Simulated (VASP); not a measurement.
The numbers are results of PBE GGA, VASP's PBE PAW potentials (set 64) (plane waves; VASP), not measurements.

A VASP calculation is set up with these files.

File POSCAR:
```
Co
1
    1.2679730000    -2.1792760000     0.0000000000
    1.2679730000     2.1792760000     0.0000000000
    0.0000000000     0.0000000000     3.9993650000
Co
2
Direct
  0.3333330000   0.6666670000   0.2500000000
  0.6940680000   0.3607340000   0.7500000000
```

**KPOINTS**
```
Automatic mesh
0
Gamma
 4 4 2
```

INCAR:
```
! general
SYSTEM  = Co
PREC    = Accurate
ENCUT   = 400
LREAL   = .FALSE.
LASPH   = .TRUE.

! electronic loop
EDIFF   = 1E-6
NELM    = 100
ALGO    = Normal
LMAXMIX = 4

! smearing
ISMEAR  = 1
SIGMA   = 0.1

! functional
GGA     = PE

! spin
ISPIN   = 2
MAGMOM  = 2*1.8

! ions
ISIF    = 2

! output
LWAVE   = .FALSE.
LCHARG  = .FALSE.
LORBIT  = 10
```

POTCAR, in this order: Co (PBE.64 set). Program: vasp_std.

The resulting files:

### OSZICAR
```
       N       E                     dE             d eps       ncg     rms          rms(c)
DAV:   1     0.723231522527E+02    0.72323E+02   -0.70748E+03  1208   0.132E+03
DAV:   2    -0.141376972641E+02   -0.86461E+02   -0.80186E+02  1200   0.241E+02
DAV:   3    -0.160210745272E+02   -0.18834E+01   -0.18232E+01  1473   0.489E+01
DAV:   4    -0.160504353320E+02   -0.29361E-01   -0.29353E-01  1732   0.465E+00
DAV:   5    -0.160506865846E+02   -0.25125E-03   -0.25124E-03  1480   0.389E-01    0.146E+01
DAV:   6    -0.145772251942E+02    0.14735E+01   -0.14316E+01  1214   0.758E+01    0.810E+00
DAV:   7    -0.140367229908E+02    0.54050E+00   -0.20461E+00  1305   0.284E+01    0.387E+00
DAV:   8    -0.140317805437E+02    0.49424E-02   -0.24053E-02  1574   0.162E+00    0.191E+00
DAV:   9    -0.140173598703E+02    0.14421E-01   -0.31862E-03  1759   0.921E-01    0.679E-01
DAV:  10    -0.140184512629E+02   -0.10914E-02   -0.22670E-03  1491   0.638E-01    0.146E-01
DAV:  11    -0.140183628992E+02    0.88364E-04   -0.78695E-05  1337   0.113E-01    0.396E-02
DAV:  12    -0.140183629350E+02   -0.35807E-07   -0.10704E-05  1686   0.469E-02    0.204E-02
DAV:  13    -0.140183635972E+02   -0.66219E-06   -0.18204E-06   819   0.202E-02
   1 F= -.14018364E+02 E0= -.14018541E+02  d E =0.531675E-03  mag=     3.3104
```

OUTCAR:
```
------------------------ aborting loop because EDIFF is reached ----------------------------------------
  FORCE on cell =-STRESS in cart. coord.  units (eV):
  Direction    XX          YY          ZZ          XY          YZ          ZX
  --------------------------------------------------------------------------------------
  Total       -0.6123710     -0.4151131     -0.1371170     -0.1712017      0.0000000      0.0000000
  in kB      -44.3896735    -30.0908040     -9.9393673    -12.4101062      0.0000000      0.0000000
  external PRESSURE =     -28.1399482 kB  Pullay stress =       0.0000000 kB
  volume of cell :       22.10
      direct lattice vectors                 reciprocal lattice vectors
     1.267973000 -2.179276000  0.000000000     0.394330163 -0.229433996  0.000000000
     1.267973000  2.179276000  0.000000000     0.394330163  0.229433996  0.000000000
     0.000000000  0.000000000  3.999365000     0.000000000  0.000000000  0.250039694
 POSITION                                       TOTAL-FORCE (eV/Angst)
 -----------------------------------------------------------------------------------
      1.26797      0.72643      0.99984         0.264813      0.036341     -0.000000
      1.33746     -0.72643      2.99952        -0.264813     -0.036341      0.000000
 -----------------------------------------------------------------------------------
    total drift:                                0.000014      0.000007      0.000000
  FREE ENERGIE OF THE ION-ELECTRON SYSTEM (eV)
  ---------------------------------------------------
  free  energy   TOTEN  =       -14.0183635972 eV

  energy  without entropy=      -14.0188952722  energy(sigma->0) =      -14.01854082

 total charge

# of ion       s       p       d       tot
------------------------------------------
    1        0.487   0.477   7.284   8.248
    2        0.487   0.477   7.284   8.248
--------------------------------------------------
tot          0.974   0.954  14.568  16.496

 magnetization (x)

# of ion       s       p       d       tot
------------------------------------------
    1       -0.011  -0.036   1.716   1.669
    2       -0.011  -0.036   1.716   1.669
--------------------------------------------------
tot         -0.022  -0.072   3.432   3.338
```
(Selected blocks of OUTCAR.)

The compound is Co in the hcp structure. The cell was not relaxed at this level, atoms are displaced from their ideal sites. The k-mesh is coarse (spacing up to 0.79 per Å, 2π included), so the numbers may not be converged in it. The run is one of a series of settings (KPOINTS 4×4×2 Γ-centred mesh against the base run), some of them coarse on purpose.
